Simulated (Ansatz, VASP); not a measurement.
**AlN in two plane-wave programs**

One calculation is typed for both programs; each brings its own data sets. How far apart do they land? The cell is taken from a series of runs on this material, whose earlier steps may have relaxed, scaled, displaced or heated it; both programs get it as it stands.

Main program and level: Ansatz 0.2.0; plane waves, with VASP 6.6.1 beside it; single point at PBE0.

### 1. Starting point

It takes space group P6_3mc (No. 186, hexagonal). Conventional cell: a = 3.113 Å, b = 3.113 Å, c = 4.981 Å, α = 90.00°, β = 90.00°, γ = 120.00°. Al has 4 N at 1.89 Å nearest. Nearest to N lie 4 Al at 1.89 Å. Farther neighbours and most contacts between anions are not listed.

### 2. VASP: single point, PBE0

A single point gives forces, pressure and levels at one fixed geometry, so differences don't come from the geometry; what else differs is listed under the comparison.

Lines of VASP's logs that name or quote its potential files are left out, and so is its time.

The run reads the wave functions of an earlier VASP run, which isn't shown here.

INCAR reads:

```
SYSTEM = AlN
PREC = Accurate
ENCUT = 520
EDIFF = 1E-06
NELM = 100
ISMEAR = 0
SIGMA = 0.01
LREAL = .FALSE.
ALGO = Normal
LHFCALC = .TRUE.
AEXX = 0.25
GGA = PE
LASPH = .TRUE.
NBANDS = 14
PRECFOCK = Fast
LORBIT = 11
LWAVE = .FALSE.
LCHARG = .FALSE.
KPAR = 8
ISIF = 2
```

POSCAR reads:

```
AlN
1.0
    3.1130000000      0.0000000000      0.0000000000
   -1.5565000000      2.6959370820      0.0000000000
    0.0000000000      0.0000000000      4.9810000000
Al N
2 2
Direct
    0.3333333333      0.6666666667      0.0000000000
    0.6666666667      0.3333333333      0.5000000000
    0.3333333333      0.6666666667      0.3800000000
    0.6666666667      0.3333333333      0.8800000000
```

KPOINTS reads:

```
Automatic mesh
0
Gamma
6 6 4
0 0 0
```

The projector-augmented-wave data sets are Al and N (PBE family, release 64).

Started as:

```console
mpirun -np 8 vasp_std
```

Numbers of over 12 decimals in the logs are rounded to 6 here.

Output:

```text
[banner, memory and clock lines left out]
running    8 mpi-ranks, on    1 nodes
 distrk:  each k-point on    1 cores,    8 groups
 distr:  one band on    1 cores,    1 groups

 POSCAR found type information on POSCAR AlN
 POSCAR found :  2 types and       4 ions
|                                                                             |
|           W    W    AA    RRRRR   N    N  II  N    N   GGGG   !!!           |
|           W    W   A  A   R    R  NN   N  II  NN   N  G    G  !!!           |
|           W    W  A    A  R    R  N N  N  II  N N  N  G       !!!           |
|           W WW W  AAAAAA  RRRRR   N  N N  II  N  N N  G  GGG   !            |
|           WW  WW  A    A  R   R   N   NN  II  N   NN  G    G                |
|           W    W  A    A  R    R  N    N  II  N    N   GGGG   !!!           |
|                                                                             |
|     For optimal performance we recommend to set                             |
|       NCORE = 2 up to number-of-cores-per-socket                            |
|     NCORE specifies how many cores store one orbital (NPAR=cpu/NCORE).      |
|     This setting can greatly improve the performance of VASP for DFT.       |
|     The default, NCORE=1 might be grossly inefficient on modern             |
|     multi-core architectures or massively parallel machines. Do your        |
|     Unfortunately you need to use the default for GW and RPA                |
|     calculations (for HF NCORE is supported but not extensively tested      |
|     yet).                                                                   |
|                                                                             |

 LDA part: xc-table for (Slater+PW92), standard interpolation
 found WAVECAR, reading the header
 POSCAR, INCAR and KPOINTS ok, starting setup
 FFT: planning ... GRIDC
 FFT: planning ... GRID_SOFT
 FFT: planning ... GRID
 reading WAVECAR
 the WAVECAR file was read successfully
 initial charge from wavefunction
 entering main loop
       N       E                     dE             d eps       ncg     rms          rms(c)
DAV:   1    -0.367333508080E+02   -0.36733E+02   -0.91102E-01   854   0.661E+00    0.126E+01
DAV:   2    -0.367423699490E+02   -0.90191E-02   -0.15730E-02   752   0.998E-01    0.864E+00
DAV:   3    -0.367413012851E+02    0.10687E-02   -0.43860E-04   732   0.197E-01    0.523E+00
DAV:   4    -0.367408773637E+02    0.42392E-03   -0.16683E-04   732   0.948E-02    0.311E+00
DAV:   5    -0.367407515261E+02    0.12584E-03   -0.39828E-05   750   0.476E-02    0.183E+00
DAV:   6    -0.367407066713E+02    0.44855E-04   -0.93889E-06   754   0.284E-02    0.107E+00
DAV:   7    -0.367406917126E+02    0.14959E-04   -0.41508E-06   696   0.191E-02    0.621E-01
DAV:   8    -0.367406869616E+02    0.47509E-05   -0.11386E-06   432   0.106E-02    0.366E-01
DAV:   9    -0.367406855274E+02    0.14342E-05   -0.62968E-07   432   0.777E-03    0.211E-01
DAV:  10    -0.367406851782E+02    0.34921E-06   -0.23771E-07   378   0.438E-03
   1 F= -.36740685E+02 E0= -.36740685E+02  d E =-.413078E-44
```

OUTCAR, selected parts (step 2):

```text
ion  position               nearest neighbor table
   1  0.333  0.667  0.000-   3 1.89   4 1.89   4 1.89   4 1.89   2 3.07   2 3.07   2 3.07   2 3.07
                             2 3.07   2 3.07
   2  0.667  0.333  0.500-   4 1.89   3 1.89   3 1.89   3 1.89   1 3.07   1 3.07   1 3.07   1 3.07
                             1 3.07   1 3.07
   3  0.333  0.667  0.380-   1 1.89   2 1.89   2 1.89   2 1.89
   4  0.667  0.333  0.880-   2 1.89   1 1.89   1 1.89   1 1.89

  LATTYP: Found a hexagonal cell.
 ALAT       =     3.1130000000
 C/A-ratio  =     1.6000642467

 Subroutine GETGRP returns: Found 12 space group operations
 (whereof  6 operations were pure point group operations)

The static configuration has the point symmetry C_3v.
 The point group associated with its full space group is C_6v.

 Found     21 irreducible k-points:

   k-points           NKPTS =     21   k-points in BZ     NKDIM =    144   number of bands    NBANDS=     14

   dimension x,y,z NGX =    24 NGY =   24 NGZ =   40
   dimension x,y,z NGXF=    48 NGYF=   48 NGZF=   80

   ENCUT  =  520.0 eV  38.22 Ry    6.18 a.u.   5.79  5.79  9.26*2*pi/ulx,y,z

   NELECT =      16.0000    total number of electrons

 k-points in reciprocal lattice and weights: Automatic mesh
   0.00000000  0.00000000  0.00000000       0.007
   0.16666667  0.00000000  0.00000000       0.042
   0.33333333  0.00000000  0.00000000       0.042
   0.50000000  0.00000000  0.00000000       0.021
   0.16666667  0.16666667  0.00000000       0.042
   0.33333333  0.16666667  0.00000000       0.083
   0.33333333  0.33333333  0.00000000       0.014
   0.00000000  0.00000000  0.25000000       0.014
   0.16666667  0.00000000  0.25000000       0.083
[...]
0.33333333  0.16666667  0.50000000       0.083
   0.33333333  0.33333333  0.50000000       0.014

  exchange ACFDT corr.  =         0.00000000  see jH, gK, PRB 81, 115126

 average (electrostatic) potential at core
       1 -67.3095       2 -67.3095       3 -54.4440       4 -54.4440

 E-fermi :   4.9181

 k-point     1 :       0.0000    0.0000    0.0000
  band No.  band energies     occupation
    ...
      4       3.8946      2.00000
      5       3.8947      2.00000
      6       4.6254      2.00000
      7       4.6254      2.00000
      8       4.8222      2.00000
      9      11.1369      0.00000
     10      13.7137      0.00000
     11      18.0649      0.00000
     12      18.3826      0.00000
     13      18.3826      0.00000
    ...

 k-point     2 :       0.1667    0.0000    0.0000
  band No.  band energies     occupation
    ...
      4       2.3706      2.00000
      5       3.2510      2.00000
      6       3.4651      2.00000
      7       4.5334      2.00000
      8       4.6304      2.00000
      9      12.4810      0.00000
     10      14.8379      0.00000
     11      16.4113      0.00000
     12      16.9988      0.00000
     13      19.4028      0.00000
    ...

 k-point     3 :       0.3333    0.0000    0.0000
  band No.  band energies     occupation
    ...
      4       0.0180      2.00000
      5       1.2345      2.00000
      6       2.8147      2.00000
      7       3.8744      2.00000
      8       4.2435      2.00000
      9      13.2296      0.00000
     10      13.7320      0.00000
     11      15.1196      0.00000
     12      17.6744      0.00000
     13      18.6061      0.00000
    ...

  Total       -0.5937083     -0.5937083     -0.1717145      0.0000000      0.0000000      0.0000000
  in kB      -22.7550742    -22.7550742     -6.5813058      0.0000000      0.0000000      0.0000000
  external PRESSURE =     -17.3638181 kB  Pullay stress =       0.0000000 kB

  energy-cutoff  :      520.00
  volume of cell :       41.80
      direct lattice vectors                 reciprocal lattice vectors
     3.113000000  0.000000000  0.000000000     0.321233537  0.185464269  0.000000000
    -1.556500000  2.695937082  0.000000000     0.000000000  0.370928538  0.000000000
     0.000000000  0.000000000  4.981000000     0.000000000  0.000000000  0.200762899

 POSITION                                       TOTAL-FORCE (eV/Angst)
 -----------------------------------------------------------------------------------
     -0.00000      1.79729      0.00000        -0.000000     -0.000000     -0.127691
      1.55650      0.89865      2.49050         0.000000      0.000000     -0.127691
     -0.00000      1.79729      1.89278         0.000000     -0.000000      0.127691
      1.55650      0.89865      4.38328        -0.000000     -0.000000      0.127691
 -----------------------------------------------------------------------------------
    total drift:                                0.000000     -0.000000      0.000215

  FREE ENERGIE OF THE ION-ELECTRON SYSTEM (eV)
  ---------------------------------------------------
  free  energy   TOTEN  =       -36.7406851782 eV

  energy  without entropy=      -36.7406851782  energy(sigma->0) =      -36.74068518

 total charge
# of ion       s       p       d       tot
------------------------------------------
    1        0.422   0.455   0.000   0.877
    2        0.422   0.455   0.000   0.877
    3        1.222   2.653   0.000   3.875
    4        1.222   2.653   0.000   3.875
--------------------------------------------------
tot          3.288   6.215   0.000   9.503

[... 3 further parts left out ...]
```

The run ends at a pressure of -1.74 GPa, with forces up to 0.13 eV/Å.

### 3. Ansatz: single point, PBE0

Ansatz runs on its PAW soft_1 files.

The same cell, functional and mesh now go to Ansatz, which takes its cutoff from its data sets.

input.yaml reads:

```yaml
crystal:
  lattice:
    - [3.113, 0.0, 0.0]
    - [-1.5565, 2.695937082, 0.0]
    - [0.0, 0.0, 4.981]
  atoms:
    - { symbol: Al, position: [0.3333333333, 0.6666666667, 0.0] }
    - { symbol: Al, position: [0.6666666667, 0.3333333333, 0.5] }
    - { symbol: "N", position: [0.3333333333, 0.6666666667, 0.38] }
    - { symbol: "N", position: [0.6666666667, 0.3333333333, 0.88] }
kpoints:
  mp_grid: { grid: [6, 6, 4] }
  band_path:
    path:
      - [0.0, 0.0, 0.0]
      - [0.5, 0.0, 0.0]
      - [0.33333333, 0.33333333, 0.0]
      - [0.0, 0.0, 0.5]
      - [0.5, 0.0, 0.5]
      - [0.33333333, 0.33333333, 0.5]
    npoints: 1
hamiltonian:
  xc: pbe0
  pseudopotentials: { kind: paw, azcp: { folder: "./paw" } }
scf:
  occupations: { method: fixed }
  n_extra_bands: 5
output:
  eigenvalues: true
  write_density: true
  write_potential: true
  elf: true
  volumetric_format: npy
```

Started as:

```console
ansatz run input.yaml --threads 3 --pin off --max-ram 92160MiB --backend cuda --events-out ev --progress --plain --runs-dir out --devices 1 --max-vram 13GiB
```

Output:

```text
scf.n_extra_bands = 5 over 8 filled bands (N_el = 16.0): the run solves 13 bands
GPUs: using 1 of 1 available (devices: 1).
Engine: ansatz 0.2.0, x86_64-unknown-linux-gnu
Pseudopotentials: kind: paw
Pseudopotential: Al, paw, valence charge 3, recommended cutoff 420 eV (normal), <dir>
Pseudopotential: N, paw, valence charge 5, recommended cutoff 420 eV (normal), <dir>
Functional definition: PBE0
  parameter a = 0.25
  parameter kappa = 0.804
  parameter beta = 0.066725
  exchange = (1 - a)*pbe_x(kappa = kappa, mu = beta*pi^2/3) + a*exact_x
  correlation = pbe_c(beta = beta)
davidson cushion auto → on  (no smearing: the cushion is to keep the highest requested band from converging to the state above it; pin scf.eigensolver.cushion to override)
device memory: the entry about to start is reckoned to put 0.5 GiB on a device that reports 45.2 GiB free (of which the cap on the GPU budget leaves the run 13.0 GiB)
GPU FFT provider: cuFFT
GPU libraries: cuBLAS 13.8.2, cuFFT 12.4.0, cuSOLVER 12.3.4
Crystal: 4 atoms, lattice volume = 41.803 Å³
Basis set: ecut = 420 eV, 809 PW (Γ)
Bands: 13, of which v1, the nominal top of the filled ones, is band 8 counted from 1 (7 counted from 0)
Symmetry: 12 space group operations
Space group: P63mc (ITA 186), of the structure as read, at distance tolerance 3.5e-5 Å
k-points: 21 of 144 (time reversal used)
Non-local potential: Al, projectors of the file, l = 0: 2, l = 1: 2, l = 2: 1
Non-local potential: N, projectors of the file, l = 0: 2, l = 1: 2, l = 2: 1
PAW form: soft (Blöchl's): semilocal exchange-correlation on the pseudo side does not see the compensation charge
PAW frozen core: Al, regenerated for the run's functional, and the local potential with it (the file was generated under x = pbe(κ = 0.804, μ = 0.219515), c = pbe(β = 0.066725))
PAW frozen core: N, regenerated for the run's functional, and the local potential with it (the file was generated under x = pbe(κ = 0.804, μ = 0.219515), c = pbe(β = 0.066725))
PAW one-centre angular grid: Al, 110 points (default); XC on 64 Gauss nodes
PAW one-centre angular grid: N, 110 points (default); XC on 64 Gauss nodes
Initial density: superposition of atomic densities (chi_scale 0.1, normalization cell, long waves kept (reshape's long-wave potential 0.00 eV rms))
Initial wavefunctions: pseudopotential atomic-orbital guess
GPU buffer pool allocated for 20736 grid points (all kernels)
GPU transforms: local potential and band sums: pruned to the plane-wave sphere, on 24×24×36
Functional: x = pbe(κ = 0.804, μ = 0.219515), c = pbe(β = 0.066725), warm-up for x = 0.75 pbe(κ = 0.804, μ = 0.219515) + 0.25 exact, c = pbe(β = 0.066725)
SCF iter   1: F=—  HF=-1851.404790 eV  |F-HF|=—  |Δ(HF+E_count)|=         —  Δρ=1.39e-1  dr2=9.89e0  ethr=1.00e-1  ⟨swp⟩=4.5  Hψ=1053  notcnv=0
preconditioner: auto → none  [insulator: Δε(μ)=5.475 eV  Ē_g=14.956 eV  n_scr=2 (ndim 8)  ℏωp=23.0 eV  f_vac=0.000]
SCF iter   2: F=—  HF=-1848.907347 eV  |F-HF|=—  |Δ(HF+E_count)|=    2.50e0  Δρ=7.61e-2  dr2=1.44e0  ethr=6.18e-2  ⟨swp⟩=3.1  Hψ=762  notcnv=0  defer=1
iter 3 solved again at ethr=7.47e-4 eV; its pass at ethr=8.97e-3 eV (dr2=1.20e-1 eV) is discarded
SCF iter   3: F=—  HF=-1848.511536 eV  |F-HF|=—  |Δ(HF+E_count)|=   3.96e-1  Δρ=2.42e-2  dr2=1.19e-1  ethr=7.47e-4  ⟨swp⟩=2.6  Hψ=1334  notcnv=0  defer=4
SCF iter   4: F=—  HF=-1848.499436 eV  |F-HF|=—  |Δ(HF+E_count)|=   1.21e-2  Δρ=3.49e-3  dr2=2.37e-3  ethr=7.46e-4  ⟨swp⟩=2.1  Hψ=632  notcnv=0
SCF iter   5: F=-1848.498731 eV  HF=-1848.498876 eV  |F-HF|=1.46e-4  |Δ(HF+E_count)|=   5.59e-4  Δρ=1.19e-3  dr2=2.32e-4  ethr=1.48e-5  ⟨swp⟩=4.2  Hψ=862  notcnv=0  defer=1
SCF 1 stopped early in 5 iterations: F = -1848.498731 eV  dr2 = 2.32e-4
  greatest PAW one-centre occupation: 0.790 electrons in one spin orbital (limit 2), on the N atom at site 3 (counted from 0), in its partial waves of l = 0
device memory: the entry about to start is reckoned to put 1.2 GiB on a device that reports 43.0 GiB free (of which the cap on the GPU budget leaves the run 13.0 GiB)
GPU FFT provider: cuFFT
GPU libraries: cuBLAS 13.8.2, cuFFT 12.4.0, cuSOLVER 12.3.4
Initial density: handed on by an earlier stage of this run
Initial wavefunctions: those handed on with the density
GPU buffer pool allocated for 20736 grid points (all kernels)
GPU transforms: local potential and band sums: pruned to the plane-wave sphere, on 24×24×36
Functional: x = 0.75 pbe(κ = 0.804, μ = 0.219515) + 0.25 exact, c = pbe(β = 0.066725)
Exchange kernel: α = 0.2500, full range, Wigner–Seitz truncation, v(0) = 11374.9615 eV·Å³, q-mesh 6×6×4, nearest image of the exchange supercell L = 18.68 Å, pair-density grid 15×15×24, without the augmentation charges, whose exchange is taken in its separable form by FFT convolution over the k-point mesh (sized by the pseudopotential files, 20×20×36 at the most), smooth part of the exact exchange by density-matrix convolution in up to 1.54 GiB of GPU memory as planned if the GPU has room (build and FFT work areas not counted)
Frozen-core exchange: fock
SCF iter   1: F=—  HF=-1849.901684 eV  |F-HF|=—  |Δ(HF+E_count)|=         —  Δρ=5.02e-3  dr2=6.60e-3  ethr=1.45e-5  ⟨swp⟩=6.8  Hψ=1335  notcnv=0
preconditioner: auto → none  [insulator: Δε(μ)=6.246 eV  Ē_g=16.641 eV  n_scr=2 (ndim 8)  ℏωp=23.0 eV  f_vac=0.000]
SCF iter   2: F=—  HF=-1849.899527 eV  |F-HF|=—  |Δ(HF+E_count)|=   2.16e-3  Δρ=2.38e-3  dr2=1.76e-3  ethr=1.45e-5  ⟨swp⟩=3.0  Hψ=697  notcnv=0
SCF iter   3: F=—  HF=-1849.906042 eV  |F-HF|=—  |Δ(HF+E_count)|=   6.51e-3  Δρ=7.61e-4  dr2=1.39e-4  ethr=5.88e-6  ⟨swp⟩=3.1  Hψ=821  notcnv=0
SCF iter   4: F=—  HF=-1849.906005 eV  |F-HF|=—  |Δ(HF+E_count)|=   3.64e-5  Δρ=8.46e-5  dr2=3.04e-5  ethr=6.51e-7  ⟨swp⟩=2.4  Hψ=640  notcnv=0
SCF iter   5: F=—  HF=-1849.906159 eV  |F-HF|=—  |Δ(HF+E_count)|=   1.54e-4  Δρ=1.98e-4  dr2=2.15e-5  ethr=8.30e-9  ⟨swp⟩=4.4  Hψ=1059  notcnv=0  defer=1
SCF iter   6: F=-1849.906152 eV  HF=-1849.906153 eV  |F-HF|=1.51e-7  |Δ(HF+E_count)|=   6.58e-6  Δρ=2.08e-5  dr2=1.79e-6  ethr=8.30e-9  ⟨swp⟩=3.9  Hψ=929  notcnv=0
SCF 2 stopped early in 6 iterations: F = -1849.906152 eV  dr2 = 1.79e-6
hybrid outer 1: dexx = +7.788e-3 eV, tail = 9.57e-6 eV
GPU FFT provider: cuFFT
GPU libraries: cuBLAS 13.8.2, cuFFT 12.4.0, cuSOLVER 12.3.4
GPU buffer pool allocated for 20736 grid points (all kernels)
GPU transforms: local potential and band sums: pruned to the plane-wave sphere, on 24×24×36
Exchange kernel: α = 0.2500, full range, Wigner–Seitz truncation, v(0) = 11374.9615 eV·Å³, q-mesh 6×6×4, nearest image of the exchange supercell L = 18.68 Å, pair-density grid 15×15×24, without the augmentation charges, whose exchange is taken in its separable form by FFT convolution over the k-point mesh (sized by the pseudopotential files, 20×20×36 at the most), smooth part of the exact exchange by density-matrix convolution in up to 1.54 GiB of GPU memory as planned if the GPU has room (build and FFT work areas not counted)
Frozen-core exchange: fock
SCF iter   1: F=—  HF=-1849.906127 eV  |F-HF|=—  |Δ(HF+E_count)|=         —  Δρ=3.04e-5  dr2=3.47e-7  ethr=2.99e-7  ⟨swp⟩=3.0  Hψ=695  notcnv=0
preconditioner: auto → none  [insulator: Δε(μ)=6.307 eV  Ē_g=16.646 eV  n_scr=2 (ndim 8)  ℏωp=23.0 eV  f_vac=0.000]
SCF iter   2: F=-1849.906127 eV  HF=-1849.906127 eV  |F-HF|=4.75e-8  |Δ(HF+E_count)|=   3.59e-8  Δρ=1.52e-5  dr2=8.40e-8  ethr=2.06e-9  ⟨swp⟩=4.3  Hψ=834  notcnv=0
SCF 3 converged in 2 iterations: F = -1849.906127 eV  dr2 = 8.40e-8
hybrid outer 2: dexx = +8.474e-8 eV, tail = 1.80e-7 eV, Δε = 1.44e-3 eV (about 2.31e-4 eV left of the loop's levels)
device memory: the entry about to start is reckoned to put 0.3 GiB on a device that reports 46.8 GiB free (of which the cap on the GPU budget leaves the run 13.0 GiB)
NSCF: frozen V_eff on 6 k-points
hybrid SCF converged: 2 outer / 8 inner (+5 warm-up), last move |dexx| = 8.47e-8 eV, tail = 1.80e-7 eV
Stability not checked: this state was not tested for a lower state beside it, because the functional holds exact exchange (a hybrid, or Hartree-Fock), whose exchange loop this test does not read (fock_operator; see scf.lower_state_search)
Free energy (F): -1849.906127 eV
Frozen-core exchange: fock
Harris-Foulkes:  -1849.906127 eV  (|F-HF|=4.75e-8)
Internal energy: -1849.906127 eV  (E = F + TS)
E sigma→0 (E₀):  -1849.906127 eV
Fermi energy:    5.809995 eV
--- Per-component energies (eV) ---
  E_band       = 1.145739
  E_kinetic    = 314.425958
  E_local      = -420.669634  (includes V_loc(G=0)·N_el)
  E_nonlocal   = 87.110812
  E_hartree    = 156.188605
  E_xc         = -153.719583
  E_vxc        = -166.252385  (∫ρ·V_xc dr)
  E_exx        = -42.489274  (= α·E_x^exact, valence–valence)
  E_paw        = -1198.960474  (= ΣΔE_a)
  E_vpaw       = -40.864061  (= ΣTr[D̂ρ^β])
  E_aug_tail   = 0.001768  (compensation charges beyond the density's cutoff)
  E_ewald      = -591.663270
  E_core_change = -0.131034  (= ΣΔE_core)
  E_smearing   = -0.000000  (= −TS)
  E_closure    = -0.000000  (closes the sum)
  Σ components = -1849.906127   (vs F -1849.906127, Δ=0.00e0)
--- Band table (eV; the first three rows and the last of 21) ---
  k-point 0: bands = [... 4 lower, 4.8929, 5.6138, 5.6138, 5.8100, 12.1173, 14.7163, 19.0470, 19.3763, ... 1 higher]
  k-point 1: bands = [... 4 lower, 4.9923, 4.9923, 5.5014, 5.5014, 13.1178, 14.8466, 18.6529, 19.3343, ... 1 higher]
  k-point 2: bands = [... 4 lower, 5.2404, 5.2404, 5.2404, 5.2404, 14.5225, 14.5225, 18.6222, 18.6222, ... 1 higher]
  k-point 20: bands = [... 4 lower, 1.6637, 1.6637, 4.9533, 4.9533, 15.4821, 15.4821, 15.9359, 15.9359, ... 1 higher]
```

### 4. Side by side

Known differences besides the potentials themselves: exact exchange at q = 0 is treated differently, which shows on coarse meshes; VASP keeps PBE cores, Ansatz makes them for the functional; fixed occupations in Ansatz, narrow Gaussian smearing in VASP; the cutoff is 420 eV in Ansatz and 520 eV in VASP; VASP takes a coarser grid for exact exchange (PRECFOCK = Fast). Total energies have different zeros and are not compared.

Compared:

```tsv
quantity	Ansatz	VASP	difference
gap on the k mesh (eV)	6.307	6.315	-0.007
```

A gap on the mesh is an upper bound, since the band edges may lie between its points.

### 5. What came out

| Item | Value |
| --- | --- |
| difference in gap on the k mesh (single point, PBE0) | -0.0074 eV |

**Reading.** The difference in gap on the k mesh is -0.0074 eV (single point, PBE0), within the 0.08 eV picked in this series as the mark of a large difference. How closely two codes agree says nothing of how well the functional describes the real material.

[Lines on the potential files, build, host, timing and source positions are cut from VASP's logs without a mark.]

[Logs are printed without paths, hosts, clocks, repeated set-up lines and the standing remarks that a program may print on its own settings, such as how far it seeks lower states.]

[Hosts, paths, dates, database ids (printed as entryN), source tags and the programs' standing remarks are cut or masked in the printed files.]
